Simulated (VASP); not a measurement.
Given:

```
SnSe2
1.0
    1.90500    -3.29956     0.00000
    1.90500     3.29956     0.00000
    0.00000     0.00000     6.14000
Sn Se
1 2
Direct
  0.00000   0.00000   0.00000
  0.33333   0.66667   0.25000
  0.66667   0.33333   0.75000
```
Cell charge -0.02.

Method: PBE GGA, VASP's PBE PAW potentials (set 64) (plane waves; VASP 6.6.1). Run with NELECT = 26.02, 400 eV cut-off, 6×6×4 Γ-centred mesh, Gaussian smearing of 0.050 eV, potentials Sn_d Se.

The cell is charged, with a uniform compensating background.

Q: Give the force on each atom (eV/Å).

A: 
```json
[
 {"atom": "Sn1", "Fx": "0.000", "Fy": "0.000", "Fz": "0.000"},
 {"atom": "Se2", "Fx": "0.000", "Fy": "0.000", "Fz": "0.734"},
 {"atom": "Se3", "Fx": "0.000", "Fy": "0.000", "Fz": "-0.734"}
]
```

Q: Give the stress tensor in GPa (positive for a compressed cell).

A: 
```
5.46  0.00  0.00
0.00  5.46  0.00
0.00  0.00  6.63
```
The pressure is its mean diagonal, 5.85 GPa.

The compound is SnSe2 in the 1T layered structure. The cell was not relaxed at this level. The k-mesh is coarse (spacing up to 0.32 per Å, 2π included), so the numbers may not be converged in it. The run is one of a series of settings (NELECT = 26.02 against the base run), some of them coarse on purpose.
